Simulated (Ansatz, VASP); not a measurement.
# Two plane-wave programs on SbOs

```
CELL_PARAMETERS angstrom
0.00000 2.71362 2.71362
2.71362 0.00000 2.71362
2.71362 2.71362 0.00000
ATOMIC_POSITIONS crystal
Os 0.49631 0.50369 0.50369
Sb 0.00000 0.00000 0.00000
```

Alike in both runs: task single point; functional PBE; k mesh 12 × 12 × 12; occupations gaussian, width 0.05 eV; no spin polarisation.

|  | VASP | Ansatz |
| --- | --- | --- |
| version | VASP 6.6.1 | Ansatz 0.2.0 |
| potentials or method | VASP PAW PBE potentials, release 64 (Os, Sb) | scalar-relativistic, plane waves, PAW |
| plane-wave cutoff (eV) | 520 | 420 |
| valence electrons in the cell | 13 | 31 |

```tsv
	VASP	Ansatz	Ansatz less VASP
gap on the k mesh at the Fermi level (eV)	none	none	-
pressure (GPa)	-0.2	-0.1	+0.15
largest component of the traceless stress (GPa)	0.08	0.08	+0.002
rms of the force components (eV/Å)	0.041	0.042	+0.0007
```

Atom by atom the forces differ by 0.001 eV/Å (rms over components). A gap of «none» marks a metal or a gap that the smearing closes. With one functional, cell and mesh, what is left measures potentials, basis and numerics. The two sets of potentials don't hold the same shells in valence.

Spin-orbit coupling is left out, which matters for the levels of Os, Sb.
